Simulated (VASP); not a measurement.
Here is the system:

```yaml
crystal:
  lattice:
    - [0.00000, 2.39865, 2.39865]
    - [2.39865, 0.00000, 2.39865]
    - [2.39865, 2.39865, 0.00000]
  atoms:
    - { symbol: Ni, position: [0.00000, 0.00000, 0.00000] }
    - { symbol: Al, position: [0.50000, 0.50000, 0.50000] }
```

Level of theory: PBEsol GGA, VASP's PBE PAW potentials (set 64) (plane waves; VASP 6.6.1). Numerical set-up: 400 eV cut-off, 15×15×15 Γ-centred mesh, tetrahedra with Blöchl corrections, potentials Ni Al.

Question: Tabulate the total density of states (states/eV per cell) against energy (eV; zero at the valence-band maximum or, without a gap, the Fermi level).

Answer: 
| E (eV) | DOS (states/eV) |
|---|---|
| -9.99 | 0.02 |
| -9.44 | 0.14 |
| -8.89 | 0.20 |
| -8.34 | 0.25 |
| -7.79 | 0.30 |
| -7.24 | 0.35 |
| -6.69 | 0.40 |
| -6.03 | 0.49 |
| -5.48 | 0.61 |
| -4.93 | 0.86 |
| -4.38 | 0.39 |
| -3.83 | 0.93 |
| -3.27 | 1.83 |
| -2.72 | 3.26 |
| -2.17 | 3.22 |
| -1.62 | 4.15 |
| -1.07 | 1.64 |
| -0.52 | 1.18 |
| 0.14 | 0.72 |
| 0.69 | 0.79 |
| 1.24 | 0.82 |
| 1.79 | 0.95 |
| 2.34 | 0.91 |
| 2.90 | 0.84 |
| 3.45 | 0.76 |
Within 2 eV below the Fermi level the largest weight inside VASP's projection spheres is Ni d.

The structure was generated: NiAl was put into the rock salt type (Fm-3m), which need not be its known phase. It was relaxed first, which changed the volume by -26 %. The run is not spin-polarised, so no magnetic state was tried. The electron count is odd and the run is not spin-polarised, which forces a metal.
